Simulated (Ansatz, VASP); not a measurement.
## Two plane-wave programs on NbGa

File INCAR:

```
SYSTEM = NbGa
PREC = Accurate ; ENCUT = 520
EDIFF = 1E-6 ; ISMEAR = 0
SIGMA = 0.1 ; LREAL = .FALSE.
LASPH = .TRUE. ; NELM = 100
ALGO = Normal ; ISIF = 2
LWAVE = .FALSE. ; LCHARG = .FALSE.
GGA = PE ; NBANDS = 20
```

KPOINTS

```
regular mesh
0
G
  9 9 4
  0 0 0
```

The input POSCAR:

```
NbGa
1.0
    2.8413599840      0.0000000000      0.0000000000
   -1.4206799920      2.4606899274      0.0000000000
    0.0000000000      0.0000000000      5.1182440545
Ga Nb
1 1
Direct
    0.0000000000      0.0000000000      0.0000000000
    0.3333333300      0.6666666700      0.5000000000
```

Input for Ansatz:

```yaml
crystal:
  lattice:
    - [2.841359984, 0.0, 0.0]
    - [-1.420679992, 2.4606899274, 0.0]
    - [0.0, 0.0, 5.1182440545]
  atoms:
    - { symbol: Ga, position: [0.0, 0.0, 0.0] }
    - { symbol: Nb, position: [0.33333333, 0.66666667, 0.5] }
basis:
  ecutwfc: 420
kpoints:
  mp_grid: { grid: [9, 9, 4] }
hamiltonian:
  xc: pbe
scf:
  occupations: { method: gaussian, width: 0.1 }
output:
  forces: true
  stress: true
  eigenvalues: true
```

Alike in both runs: task single point; functional PBE; k mesh 9 × 9 × 4; occupations gaussian, width 0.1 eV; no spin polarisation.

|  | VASP | Ansatz |
| --- | --- | --- |
| version | VASP 6.6.1 | Ansatz 0.2.0 |
| potentials or method | VASP PAW PBE potentials, release 64 (Ga_d, Nb_sv) | scalar-relativistic, plane waves, PAW |
| plane-wave cutoff (eV) | 520 | 420 |
| valence electrons in the cell | 26 | 26 |

```csv
,VASP,Ansatz,Ansatz less VASP
gap on the k mesh at the Fermi level (eV),none,none,-
pressure (GPa),-2.2,-2.1,+0.09
largest component of the traceless stress (GPa),17.86,17.87,+0.005
```

A gap of «none» marks a metal or a gap that the smearing closes. The functional is the same, so the differences come from potentials, cutoffs and numerics.
